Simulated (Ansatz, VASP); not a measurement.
# LiH10C6IN2O2 (LiH10C6IN2O2 (C2/c)) in two plane-wave programs, part 3 of 3

Aim: how closely do two programs agree when they are given the same cell, functional and k mesh? Of the first pair: The structure shown is the start of the Ansatz relaxation below; VASP solves that cell, so the two are compared at the walk's first step.

VASP 6.6.1 and Ansatz 0.2.0.

So far. Step 3 (VASP: single point, PBE with D3(BJ), start cell, pair 1): The run ends at a pressure of 4.38 GPa, with forces up to 24 eV/Å.

## 6. VASP: single point, PBE with D3(BJ), relaxed cell, pair 2

Level of this step: PBE with D3(BJ); plane waves and PAW (Li_sv, H, C, I, N, O) (VASP).

The same cell, functional, mesh and smearing now go to VASP, with its own data sets.

File INCAR:

```
SYSTEM = LiH10C6IN2O2
PREC = Accurate
ENCUT = 750
EDIFF = 1E-06
NELM = 120
ISMEAR = -1
SIGMA = 0.05
LREAL = Auto
ALGO = Normal
GGA = PE
IVDW = 12
NBANDS = 387
LORBIT = 11
LWAVE = .FALSE.
LCHARG = .FALSE.
ISIF = 2
LASPH = .TRUE.
GGA_COMPAT = .FALSE.
EFERMI = MIDGAP
```

File POSCAR:

```
LiH10C6IN2O2
1.0
   13.8427460000      0.0009740000     -0.1068470000
    0.0009700000     13.8069150000     -0.0002680000
   -1.9385610000     -0.0003360000     10.7059860000
Li H C I N O
8 80 48 8 16 16
Direct
    0.2247000000      0.2934300000      0.7444100000
    0.7755100000      0.2931600000      0.7564200000
    0.7246200000      0.7936400000      0.7443200000
    0.2752200000      0.7932800000      0.7562500000
    0.7753900000      0.7067500000      0.2562300000
    0.2247600000      0.7068000000      0.2444700000
    0.2758900000      0.2073100000      0.2564900000
    0.7247900000      0.2062900000      0.2443800000
    0.8522000000      0.4930100000      0.9900900000
    0.1488600000      0.4923300000      0.5102700000
    0.3510900000      0.9924600000      0.9900600000
    0.6483600000      0.9924100000      0.5103400000
    0.1483900000      0.5078200000      0.0101600000
    0.8516500000      0.5071600000      0.4900300000
    0.6486800000      0.0077400000      0.0106800000
    0.3520500000      0.0073100000      0.4907000000
    0.7307000000      0.4666100000      0.9098500000
    0.2706100000      0.4663400000      0.5899700000
    0.2291500000      0.9666700000      0.9108400000
    0.7698900000      0.9661000000      0.5905200000
    0.2700100000      0.5343900000      0.0897500000
    0.7299900000      0.5332000000      0.4100000000
    0.7704100000      0.0337700000      0.0904000000
    0.2305500000      0.0337100000      0.4104700000
    0.6619200000      0.5411400000      0.0876200000
    0.3385000000      0.5413000000      0.4118000000
    0.1618300000      0.0417500000      0.0893100000
    0.8385200000      0.0408500000      0.4127600000
    0.3382300000      0.4594200000      0.9117800000
    0.6617100000      0.4585000000      0.5879900000
[... 140 atom lines left out ...]
    0.4035000000      0.2546400000      0.3359600000
    0.5971400000      0.2540000000      0.1652900000
    0.0972100000      0.2456400000      0.6650800000
    0.9031800000      0.2457400000      0.8356800000
    0.5970200000      0.7459200000      0.6652100000
    0.4028000000      0.7457100000      0.8357500000
```

File KPOINTS:

```
Automatic mesh
0
Gamma
1 1 1
0 0 0
```

PAW data sets: Li_sv, H, C, I, N and O (PBE family, release 64).

On the command line:

```console
$ export OMP_NUM_THREADS=3
$ mpirun -np 1 vasp_gam
```

Numbers of over 12 decimals in the logs are rounded to 6 here.

What it wrote:

```text
[... set-up lines as in an earlier step ...]
 entering main loop
       N       E                     dE             d eps       ncg     rms          rms(c)
DAV:   1     0.566705286031E+04    0.56671E+04   -0.32006E+05   790   0.171E+03
DAV:   2    -0.201160928400E+03   -0.58682E+04   -0.54985E+04  1174   0.354E+02
DAV:   3    -0.105562166000E+04   -0.85446E+03   -0.84416E+03   961   0.154E+02
DAV:   4    -0.109374296125E+04   -0.38121E+02   -0.37939E+02  1028   0.307E+01
[...]
DAV:  16    -0.101475050581E+04   -0.23209E-04   -0.48679E-05   916   0.131E-02    0.766E-03
DAV:  17    -0.101475051222E+04   -0.64013E-05   -0.13468E-05   932   0.598E-03    0.563E-03
DAV:  18    -0.101475051204E+04    0.17776E-06   -0.13960E-06   676   0.254E-03
   1 F= -.10278560E+04 E0= -.10278560E+04  d E =-.155263E-16
```

OUTCAR, selected parts (step 6):

```text
  FREE ENERGIE OF THE ION-ELECTRON SYSTEM (eV)
  ---------------------------------------------------
  free  energy   TOTEN  =     -1027.8559913689 eV

  energy  without entropy=    -1027.8559913689  energy(sigma->0) =    -1027.85599137
```

The run ends at a pressure of 0.16 GPa, with forces up to 0.42 eV/Å.

## 7. Side by side

What differs besides the data sets and the points named for the pairs above, as far as they apply: the data sets hold 608 valence electrons in Ansatz (on its default PAW (the set named soft_2) files) and 528 in VASP; the cutoff is 420 eV in Ansatz and 750 eV in VASP (PREC = Accurate, projectors in real space). Total energies have different zeros and are not compared.

The two programs side by side:

```csv
quantity,Ansatz,VASP,difference
pressure (GPa),0.01,0.16,-0.15
gap on the k mesh (eV),4.091,4.096,-0.005
```

Forces on 7 of the 176 atoms, those with the largest forces and the largest differences (eV/Å; atoms numbered as in POSCAR):

| atom | Ansatz x, y, z | VASP x, y, z |
| --- | --- | --- |
| C90 | -0.001, -0.003, 0.000 | 0.007, -0.376, -0.182 |
| C92 | -0.001, -0.002, 0.001 | 0.008, -0.371, -0.181 |
| C93 | -0.001, 0.002, 0.000 | 0.006, 0.379, -0.181 |
| C94 | 0.001, 0.004, 0.001 | -0.008, 0.371, 0.179 |
| C115 | -0.006, -0.003, -0.003 | 0.379, -0.030, -0.165 |
| C117 | 0.005, 0.002, 0.004 | -0.381, 0.021, 0.168 |
| C119 | 0.004, 0.003, 0.003 | -0.378, 0.023, 0.167 |

The forces differ by 103 meV/Å r.m.s., where the r.m.s. force is 0.004 eV/Å in Ansatz and 0.103 eV/Å in VASP: the atoms lie near their places of rest in Ansatz, so a percentage would say little (all taken over all components). A gap on the mesh is an upper bound, since the band edges may lie between its points.

## 8. What came out

```json
{
 "r.m.s. force difference (single point, PBE with D3(BJ), start cell, pair 1)": "7.9 % of the r.m.s. force",
 "r.m.s. force difference (single point, PBE with D3(BJ), relaxed cell, pair 2)": "103 meV/Å"
}
```

What this shows: The r.m.s. force difference is 103 meV/Å (single point, PBE with D3(BJ), relaxed cell, pair 2), beyond the 12 meV/Å picked in this series as the mark of a large difference. The data sets hold unlike numbers of valence electrons (608 in Ansatz and 528 in VASP), so part of the differences comes from the potentials. What causes the difference of the single point, PBE with D3(BJ), start cell, pair 1 pair stays open here. What causes the difference of the single point, PBE with D3(BJ), relaxed cell, pair 2 pair stays open here. How closely two codes agree says nothing of how well the functional describes the real material.

[Lines on the potential files, build, host, timing and source positions are cut from VASP's logs without a mark.]

[Logs are printed without paths, hosts, clocks, repeated set-up lines and the standing remarks that a program may print on its own settings, such as how far it seeks lower states.]

[Hosts, paths, dates, database ids (printed as entryN), source tags and the programs' standing remarks are cut or masked in the printed files.]
